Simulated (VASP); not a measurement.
VASP ran on this input.

POSCAR:
```
Mo
1
    1.6065000000    -1.6065000000     1.6065000000
   -1.6065000000     1.6065000000     1.6065000000
    1.6065000000     1.6065000000    -1.6065000000
Mo
1
Direct
  0.0000000000   0.0000000000   0.0000000000
```

### KPOINTS
```
Automatic mesh
0
Gamma
12 12 12
0 0 0
```

### INCAR
```
SYSTEM = Mo
PREC = Accurate
ENCUT = 400
EDIFF = 1E-6
NELM = 100
ALGO = Normal
LREAL = .FALSE.
LASPH = .TRUE.
ISMEAR = 1
SIGMA = 0.1
GGA = PE
LMAXMIX = 4
LWAVE = .FALSE.
LCHARG = .FALSE.
ISIF = 2
```

POTCAR, in this order: Mo_sv (PBE.64 set). Program: vasp_std.

What VASP printed:

standard output:
```
 -----------------------------------------------------------------------------
|                                                                             |
|     EEEEEEE  RRRRRR   RRRRRR   OOOOOOO  RRRRRR      ###     ###     ###     |
|     E        R     R  R     R  O     O  R     R     ###     ###     ###     |
|     E        R     R  R     R  O     O  R     R     ###     ###     ###     |
|     EEEEE    RRRRRR   RRRRRR   O     O  RRRRRR       #       #       #      |
|     E        R   R    R   R    O     O  R   R                               |
|     E        R    R   R    R   O     O  R    R      ###     ###     ###     |
|     EEEEEEE  R     R  R     R  OOOOOOO  R     R     ###     ###     ###     |
|                                                                             |
|     ERROR: the triple product of the basis vectors is negative exchange     |
|     two basis vectors                                                       |
|                                                                             |
|       ---->  I REFUSE TO CONTINUE WITH THIS SICK JOB ... BYE!!! <----       |
|                                                                             |
 -----------------------------------------------------------------------------
```

**Question.** Read the log: what went wrong, and how is it fixed?

**Answer.** The cause: the lattice vectors form a left-handed set. VASP stops with an error: ERROR: the triple product of the basis vectors is negative exchange two basis vectors ----> I REFUSE TO CONTINUE WITH THIS SICK JOB ... BYE!!! <---- To mend it, correct POSCAR.
**POSCAR**
```
Mo
1
   -1.6065000000     1.6065000000     1.6065000000
    1.6065000000    -1.6065000000     1.6065000000
    1.6065000000     1.6065000000    -1.6065000000
Mo
1
Direct
  0.0000000000   0.0000000000   0.0000000000
```
The mended run (PBE GGA, plane waves, VASP's PBE PAW potentials (set 64)) converges, and its OSZICAR ends with
```
   1 F= -.10920311E+02 E0= -.10920134E+02  d E =-.533601E-03
```

The compound is Mo in the bcc structure. The cell was not relaxed at this level.
